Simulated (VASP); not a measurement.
## GaB12: relaxation of cell and atoms with PBE

GaB12:

```xyz
13
Lattice="4.7077 0.0000 0.0000 0.0000 4.7077 0.0000 0.0000 0.0000 4.7077" Properties=species:S:1:pos:R:3 pbc="T T T"
Ga    2.3538    2.3538    2.3538
B     1.4886    2.3538    0.0000
B     3.2191    2.3538    0.0000
B     0.0000    1.4886    2.3538
B     0.0000    3.2191    2.3538
B     2.3538    0.0000    1.4886
B     2.3538    0.0000    3.2191
B     2.3538    1.4886    0.0000
B     2.3538    3.2191    0.0000
B     1.4886    0.0000    2.3538
B     3.2191    0.0000    2.3538
B     0.0000    2.3538    3.2191
B     0.0000    2.3538    1.4886
```

The cell was built by a generator and needn't be a form met in nature.

The cell isn't the ideal one: random cell by space group and Wyckoff sites (Pm-3m, No. 221).

| Quantity | Value |
| --- | --- |
| Program | VASP 6.6.1 |
| Task | relaxation of cell and atoms |
| Functional | PBE |
| Potentials or basis | VASP PAW PBE potentials, release 64 (Ga_d, B) |
| Cutoff | 600 eV |
| k mesh | 4 × 4 × 4 |
| Occupations | gaussian, width 0.1 eV |
| Spin | no spin polarisation |
| Dipole correction | no |
| Further INCAR settings | ALGO = Fast; EDIFF = 1e-07; IBRION = 2; EDIFFG = -0.04; NSW = 90; ISIF = 3 |

The relaxed volume is 9.63 Å³/atom and the relaxed cell is a = 5.003 Å, b = 5.003 Å, c = 5.003 Å, α = 90.00°, β = 90.00°, γ = 90.00°. The space group after relaxing (to 0.05 Å) is Pm-3m (No. 221). The energy gained by relaxing is 3384.3 meV/atom and the ionic steps are 25. The pressure after relaxing is 0.0 GPa. The largest force after relaxing is 0.008 eV/Å and the band gap on the k mesh is none (metal or under the smearing width).

Forces on the atoms (eV/Å):
```
Ga   0.000  0.000  0.000
B    0.008  0.000  0.000
B   -0.008  0.000  0.000
B    0.000  0.008  0.000
B    0.000 -0.008  0.000
B    0.000  0.000  0.008
B    0.000  0.000 -0.008
B    0.000  0.008  0.000
B    0.000 -0.008  0.000
B    0.008  0.000  0.000
B   -0.008  0.000  0.000
B    0.000  0.000 -0.008
B    0.000  0.000  0.008
```

Step by step:
```tsv
step	energy change (eV)	largest force (eV/Å)	pressure (GPa)	volume (Å³)
1	0.0000	29.0763	161.11	104.33
2	9073.1872	8660.0185	2354.24	279.80
3	1027.2772	5.7368	51.69	104.86
4	-2.4616	5.0257	75.11	104.82
5	-37.0151	3.9671	47.56	104.78
6	-40.1634	3.8510	41.27	104.56
7	-40.4629	3.8516	40.88	104.44
8	-40.4781	3.8188	40.92	104.39
9	-40.4856	3.8023	40.93	104.36
10	-40.4893	3.7941	40.96	104.35
11	-40.4912	3.7901	40.96	104.34
12	-40.4921	3.7881	40.96	104.34
13	-40.4926	3.7871	40.95	104.34
14	-40.4928	3.7866	40.96	104.33
15	-40.4929	3.7862	40.96	104.33
16	-40.4930	3.7860	40.96	104.33
17	-40.4930	3.7860	40.96	104.33
18	-40.4930	3.7860	40.96	104.33
19	-40.4930	3.7860	40.96	104.33
20	-43.3159	0.1030	-13.03	140.39
21	-43.8547	0.7045	-2.15	127.97
22	-43.8540	0.7384	-1.59	127.46
23	-43.9865	0.1560	1.36	124.08
24	-43.9870	0.1154	1.59	123.86
25	-43.9964	0.0078	0.00	125.22
```

Final structure:
```
CELL_PARAMETERS angstrom
5.00297 0.00000 0.00000
0.00000 5.00297 0.00000
0.00000 0.00000 5.00297
ATOMIC_POSITIONS crystal
Ga 0.50000 0.50000 0.50000
B 0.24715 0.50000 0.00000
B 0.75285 0.50000 0.00000
B 0.00000 0.24715 0.50000
B 0.00000 0.75285 0.50000
B 0.50000 0.00000 0.24715
B 0.50000 0.00000 0.75285
B 0.50000 0.24715 0.00000
B 0.50000 0.75285 0.00000
B 0.24715 0.00000 0.50000
B 0.75285 0.00000 0.50000
B 0.00000 0.50000 0.75285
B 0.00000 0.50000 0.24715
```

Levels at points of the mesh, in eV from the Fermi level:
```tsv
k point	band 21	band 22	band 23	band 24	band 25	band 26	band 27	band 28
(0.00, 0.00, 0.00)	-1.43	-1.20	-1.20	-1.20	-0.21	-0.21	-0.21	3.32
(0.50, 0.00, 0.00)	-1.42	-1.42	-1.31	-1.11	-0.46	-0.41	1.88	1.88
(0.50, 0.50, 0.00)	-1.93	-1.28	-1.28	-0.75	0.16	0.53	1.04	1.31
(0.50, 0.50, 0.50)	-1.52	-1.52	-1.45	-1.45	-1.45	-0.57	-0.57	-0.04
```

Run time: 21 min on 1 thread of AMD EPYC 9R45 96-Core Processor (Zen 5), with other jobs on the host, peak memory 0.24 GiB.

Caveat: the volume moved by over 15 % at a fixed basis, so the end points are rough.
